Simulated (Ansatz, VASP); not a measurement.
## One calculation of SiB, two programs

Contents of INCAR:

```
PREC = Accurate
ENCUT = 600
EDIFF = 1E-7
ISMEAR = 0
SIGMA = 0.1
LREAL = False
LASPH = True
NELM = 100
ALGO = Normal
ISIF = 3
LWAVE = False
LCHARG = False
GGA = PE
IBRION = 2
NSW = 100
EDIFFG = -0.01
```

The input KPOINTS:

```
Automatic mesh
0
Gamma
  24 24 18
```

POSCAR

```
SiB
1.0
    2.8745579017      0.0000000000      0.0000000000
   -1.4372789509      2.4894401675      0.0000000000
    0.0000000000      0.0000000000      2.9699095174
Si B
1 1
Direct
    0.3333333333      0.6666666667      0.5000000000
    0.0000000000      0.0000000000      0.0000000000
```

Input for Ansatz:

```yaml
crystal:
  lattice:
    - [2.8745579017, 0.0, 0.0]
    - [-1.4372789509, 2.4894401675, 0.0]
    - [0.0, 0.0, 2.9699095174]
  atoms:
    - { symbol: Si, position: [0.3333333333, 0.6666666667, 0.5] }
    - { symbol: B, position: [0.0, 0.0, 0.0] }
basis:
  ecutwfc: 420
kpoints:
  mp_grid: { grid: [24, 24, 18] }
hamiltonian:
  xc: pbe
scf:
  occupations: { method: gaussian, width: 0.1 }
output:
  forces: true
  stress: true
  eigenvalues: true
  write_density: true
  write_potential: true
  elf: true
  volumetric_format: npy
relax:
  adjacent_minimum: "off"
  f_tol: 0.01
  max_steps: 80
  cell: { stress_tol: 0.05 }
```

Alike in both runs: task relaxation of cell and atoms; functional PBE; k mesh 24 × 24 × 18; occupations gaussian, width 0.1 eV; no spin polarisation.

|  | VASP | Ansatz |
| --- | --- | --- |
| version | VASP 6.6.1 | Ansatz 0.2.0 |
| potentials or method | VASP PAW PBE potentials, release 64 (Si, B) | scalar-relativistic, plane waves, PAW |
| plane-wave cutoff (eV) | 600 | 420 |
| valence electrons in the cell | 7 | 7 |

```tsv
	VASP	Ansatz	Ansatz less VASP
gap on the k mesh at the Fermi level, each at its own relaxed structure (eV)	none	none	-
relaxed volume (Å³/atom)	10.73	10.75	+0.012
relaxed cell length with the largest relative difference (Å)	3.197	3.198	+0.0016
energy change over the relaxation (meV/atom)	-210	-210	+0.6
```

A gap of «none» marks a metal or a gap that the smearing closes.
